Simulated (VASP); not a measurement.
Calculation: LDA (Ceperley-Alder, Perdew-Zunger), VASP's LDA PAW potentials (set 64) (plane waves; VASP).

A VASP calculation is set up with these files.

**KPOINTS**
```
Automatic
0
gamma
 19 19 19
```

File POSCAR:
```
SiC
1
   -0.0000000000     2.1657860688     2.1657860688
    2.1657860688    -0.0000000000     2.1657860688
    2.1657860688     2.1657860688     0.0000000000
Si C
1 1
Direct
  0.0000000000   0.0000000000   0.0000000000
  0.2500000000   0.2500000000   0.2500000000
```

### INCAR
```
! general
SYSTEM  = SiC
PREC    = Accurate
ENCUT   = 520   ! plane-wave cut-off (eV)
LREAL   = .FALSE.
LASPH   = .TRUE.   ! aspherical one-centre terms
NBANDS  = 24

! electronic loop
EDIFF   = 1E-7   ! SCF stop (eV)
NELM    = 100   ! most electronic steps
ALGO    = Normal

! smearing
ISMEAR  = 0   ! Gaussian
SIGMA   = 0.01

! output
LWAVE   = .FALSE.
LCHARG  = .FALSE.
NEDOS   = 1001   ! DOS grid

! other
LOPTICS = .TRUE.
CSHIFT  = 0.1
```

POTCAR, in this order: Si C (LDA.64 set). Program: vasp_std.

The run wrote:

### OSZICAR
```
       N       E                     dE             d eps       ncg     rms          rms(c)
DAV:   1     0.638099831644E+01    0.63810E+01   -0.33580E+03 10856   0.280E+02
DAV:   2    -0.182340461922E+02   -0.24615E+02   -0.23755E+02 13720   0.793E+01
DAV:   3    -0.187323921771E+02   -0.49835E+00   -0.49660E+00 13024   0.832E+00
DAV:   4    -0.187332599274E+02   -0.86775E-03   -0.86773E-03 12440   0.426E-01
DAV:   5    -0.187332618437E+02   -0.19163E-05   -0.19162E-05 13184   0.180E-02    0.926E+00
DAV:   6    -0.167433020201E+02    0.19900E+01   -0.52929E+00 11584   0.550E+00    0.353E+00
DAV:   7    -0.166633001386E+02    0.80002E-01   -0.25626E-01 13216   0.150E+00    0.205E+00
DAV:   8    -0.166429327793E+02    0.20367E-01   -0.17082E-02 11712   0.447E-01    0.215E-01
DAV:   9    -0.166427375196E+02    0.19526E-03   -0.76264E-04 13168   0.100E-01    0.900E-02
DAV:  10    -0.166427289111E+02    0.86084E-05   -0.42907E-05 12480   0.207E-02    0.286E-02
DAV:  11    -0.166427293928E+02   -0.48162E-06   -0.16495E-06 13160   0.461E-03    0.180E-02
DAV:  12    -0.166427291528E+02    0.23993E-06   -0.27884E-07 12104   0.170E-03    0.752E-04
DAV:  13    -0.166427291536E+02   -0.72532E-09   -0.80558E-09  7568   0.345E-04
   1 F= -.16642729E+02 E0= -.16642729E+02  d E =-.520559E-20
 imaginary and real dielectric function
```

OUTCAR:
```
------------------------ aborting loop because EDIFF is reached ----------------------------------------
  FORCE on cell =-STRESS in cart. coord.  units (eV):
  Direction    XX          YY          ZZ          XY          YZ          ZX
  --------------------------------------------------------------------------------------
  Total       -0.0008923     -0.0008923     -0.0008923      0.0000000      0.0000000      0.0000000
  in kB       -0.0703622     -0.0703622     -0.0703622      0.0000000      0.0000000      0.0000000
  external PRESSURE =      -0.0703622 kB  Pullay stress =       0.0000000 kB
  volume of cell :       20.32
      direct lattice vectors                 reciprocal lattice vectors
     0.000000000  2.165786069  2.165786069    -0.230863060  0.230863060  0.230863060
     2.165786069  0.000000000  2.165786069     0.230863060 -0.230863060  0.230863060
     2.165786069  2.165786069  0.000000000     0.230863060  0.230863060 -0.230863060
  FREE ENERGIE OF THE ION-ELECTRON SYSTEM (eV)
  ---------------------------------------------------
  free  energy   TOTEN  =       -16.6427291536 eV

  energy  without entropy=      -16.6427291536  energy(sigma->0) =      -16.64272915

 plasma frequency squared (from intraband transitions) (eV^2)
  --------------------------------------------------------------------------------------
       0.000       0.000      -0.000
       0.000       0.000       0.000
      -0.000       0.000       0.000

 plasma frequency squared (from interband transitions, int dw w eps(2)(w)) (eV^2)
  --------------------------------------------------------------------------------------
     485.792       0.000      -0.000       0.000      -0.000      -0.000
      -0.000      -0.000     485.792       0.000      -0.000      -0.000
      -0.000       0.000      -0.000       0.000     485.792       0.000
```
(Selected blocks of OUTCAR.)

OUTCAR:
```
 val. band max:        8.2704826864   @ k =   0.0000   0.0000   0.0000

 cond. band min:       9.5924602236   @ k =   0.4737   0.4737   0.0000


 Fermi energy:         8.3286134423

 k-point     1 :       0.0000    0.0000    0.0000
  band No.  band energies     occupation
      1      -7.1885      2.00000
      2       8.2705      2.00000
      3       8.2705      2.00000
      4       8.2705      2.00000
      5      14.7778      0.00000
      6      15.5889      0.00000
      7      15.5889      0.00000
      8      15.5889      0.00000
      9      22.8363      0.00000
     10      22.8363      0.00000
     11      24.7259      0.00000
     12      25.5447      0.00000
     13      25.5447      0.00000
     14      25.5447      0.00000
     15      31.8782      0.00000
     16      42.1508      0.00000
     17      42.1508      0.00000
     18      42.1508      0.00000
     19      50.3348      0.00000
     20      50.3348      0.00000
     21      50.3348      0.00000
     22      51.8797      0.00000
     23      51.8797      0.00000
     24      56.1261      0.00000

 k-point     2 :       0.0526    0.0000    0.0000
  band No.  band energies     occupation
      1      -7.1333      2.00000
      2       7.9673      2.00000
      3       8.2311      2.00000
      4       8.2311      2.00000
      5      14.8938      0.00000
      6      15.6342      0.00000
      7      15.6634      0.00000
      8      15.6634      0.00000
      9      22.4547      0.00000
     10      22.4547      0.00000
     11      24.7360      0.00000
     12      25.5898      0.00000
     13      26.0970      0.00000
     14      26.0970      0.00000
     15      32.2158      0.00000
     16      41.8923      0.00000
     17      42.0301      0.00000
     18      42.0301      0.00000
     19      49.7259      0.00000
     20      49.7259      0.00000
     21      50.5285      0.00000
     22      51.5514      0.00000
     23      51.5514      0.00000
     24      56.1815      0.00000
...
```

The compound is SiC in the zinc blende structure. It was relaxed first.
